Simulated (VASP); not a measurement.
Al:

```
Al
1.0
     0.00000    2.02481    2.02481
     2.02481    0.00000    2.02481
     2.02481    2.02481    0.00000
Al
1
Direct
  0.00000 0.00000 0.00000
```

```yaml
Program: VASP 6.6.1
Task: relaxation of cell and atoms
Functional: PBEsol
Potentials_or_basis: VASP PAW PBE potentials, release 64 (Al)
Cutoff: 520 eV
k_mesh: 18 × 18 × 18
Occupations: gaussian, width 0.1 eV
Spin: no spin polarisation
```

At the start: pressure -1.9 GPa; volume 16.60 Å³/atom.

Problem. How do energy, volume and symmetry change on relaxing?

Solution. Over 3 steps the energy falls by 2.5 meV/atom and the volume is 16.19 Å³/atom (-2.5 %); space group Fm-3m (No. 225, to 0.05 Å).

The path:
| step | energy change (eV) | largest force (eV/Å) | pressure (GPa) | volume (Å³) |
| --- | --- | --- | --- | --- |
| 1 | 0.0000 | 0.0000 | -1.91 | 16.60 |
| 2 | -0.0024 | 0.0000 | 0.31 | 16.13 |
| 3 | -0.0025 | 0.0000 | 0.00 | 16.19 |

Final structure:
```
CELL_PARAMETERS angstrom
0.00000 2.00801 2.00801
2.00801 0.00000 2.00801
2.00801 2.00801 0.00000
ATOMIC_POSITIONS crystal
Al 0.00000 0.00000 0.00000
```

Caveat: the PAW data sets were made with another functional, which shifts forces and pressure a little.
